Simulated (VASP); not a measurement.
The system is MgZr2O3.

```
CELL_PARAMETERS angstrom
4.05309 0.00000 0.00000
-2.02655 3.51008 0.00000
0.00000 0.00000 6.35368
ATOMIC_POSITIONS crystal
Mg 0.00000 0.00000 0.50000
Zr 0.33333 0.66667 0.00000
Zr 0.00000 0.00000 0.00000
O 0.66667 0.33333 0.50000
O 0.66667 0.33333 0.00000
O 0.33333 0.66667 0.50000
```

The cell was built by a generator and needn't be a form met in nature.

| Property | Result |
| --- | --- |
| Program | VASP 6.6.1 |
| Task | relaxation of cell and atoms |
| Functional | PBE |
| Potentials or basis | VASP PAW PBE potentials, release 64 (Mg, Zr_sv, O) |
| Cutoff | 520 eV |
| k mesh | 4 × 4 × 2 |
| Occupations | gaussian, width 0.15 eV |
| Spin | no spin polarisation |

At the start: pressure 4.2 GPa; volume 15.07 Å³/atom.

**Question.** Where does the relaxation end?

**Answer.** Over 5 steps the energy falls by 35.6 meV/atom and the volume is 14.50 Å³/atom (-3.7 %); space group P-6m2 (No. 187, to 0.05 Å).

The path:
```tsv
step	energy change (eV)	largest force (eV/Å)	pressure (GPa)	volume (Å³)
1	0.0000	0.0000	4.21	90.39
2	-0.1094	0.0000	-4.23	95.57
3	-0.1332	0.0000	-2.04	93.96
4	-0.1728	0.0000	-1.58	92.10
5	-0.2139	0.0000	0.16	87.03
```

Final structure:
```
CELL_PARAMETERS angstrom
4.15961 0.00000 0.00000
-2.07981 3.60233 0.00000
0.00000 0.00000 5.80806
ATOMIC_POSITIONS crystal
Mg 0.00000 0.00000 0.50000
Zr 0.33333 0.66667 0.00000
Zr 0.00000 0.00000 0.00000
O 0.66667 0.33333 0.50000
O 0.66667 0.33333 0.00000
O 0.33333 0.66667 0.50000
```

Caveat: the k mesh is coarse (spacing up to 0.49 Å⁻¹), so the values aren't converged.
